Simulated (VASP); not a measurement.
An input for Ansatz (written as the equivalent of a VASP run, and not itself run):

Ansatz 0.2 input:
```yaml
crystal:
  lattice:
    - [4.5498600, 0.0000000, 0.0000000]
    - [0.0000000, 4.5498600, 0.0000000]
    - [0.0000000, 0.0000000, 4.5498600]
  atoms:
    - { symbol: Cu, position: [0.0000000, 0.0000000, 0.0000000] }
    - { symbol: C, position: [0.5000000, 0.5000000, 0.5000000] }
    - { symbol: Sc, position: [0.0000000, 0.5000000, 0.5000000] }
    - { symbol: Sc, position: [0.5000000, 0.5000000, 0.0000000] }
    - { symbol: Sc, position: [0.5000000, 0.0000000, 0.5000000] }
kpoints:
  mp_grid: { grid: [5, 5, 5] }
hamiltonian:
  xc: pbe
  pseudopotentials: { kind: paw }
  hubbard:
    sites:
      - { species: Cu, l: d, u_eff: 2 }
scf:
  occupations: { method: gaussian, width: 0.05 }
  max_iter: 100
output: { forces: true, stress: true, eigenvalues: true }
```

**Question.** Write the VASP files for the same calculation (PBE+U).

**Answer.** One answer among several that fit: 
### INCAR
```
SYSTEM = Sc3CuC
PREC = Accurate; ENCUT = 520; LREAL = .FALSE.
LASPH = .TRUE.
EDIFF = 1E-6; NELM = 100; ALGO = Normal
LMAXMIX = 4
ISMEAR = 0; SIGMA = 0.05
GGA = PE
LDAUL = 2 -1 -1
LDAUU = 2.0 0 0
LDAUJ = 0 0 0
LDAU = .TRUE.; LDAUTYPE = 2; LDAUPRINT = 1
ISIF = 2
LWAVE = .FALSE.; LCHARG = .FALSE.; LORBIT = 10
```

### POSCAR
```
Sc3CuC
1
    4.5498600000     0.0000000000     0.0000000000
    0.0000000000     4.5498600000     0.0000000000
    0.0000000000     0.0000000000     4.5498600000
Cu C Sc
1 1 3
Direct
  0.0000000000   0.0000000000   0.0000000000
  0.5000000000   0.5000000000   0.5000000000
  0.0000000000   0.5000000000   0.5000000000
  0.5000000000   0.5000000000   0.0000000000
  0.5000000000   0.0000000000   0.5000000000
```

KPOINTS:
```
Automatic mesh
0
Gamma
5 5 5
0 0 0
```

POTCAR, in this order: Cu C Sc_sv (PBE.64 set). Program: vasp_std.

The two are equivalent in intent, not identical: each code has its own PAW files, so the cut-off isn't converted (ENCUT is set for VASP's; basis.ecutwfc is left out, and Ansatz then takes the one that its files recommend); Ansatz stops its SCF on the density residual and VASP on the energy change (EDIFF); the +U projectors differ, so the same U acts differently.

The structure was generated: Sc3CuC was put into the cubic-perovskite type (Pm-3m), which need not be its known phase. The cell was not relaxed at this level. The run is one of a series of settings (LDAU = .TRUE., LDAUJ = 0 0 0, LDAUL = 2 -1 -1, LDAUTYPE = 2, LDAUU = 2.0 0 0 against the base run), some of them coarse on purpose.
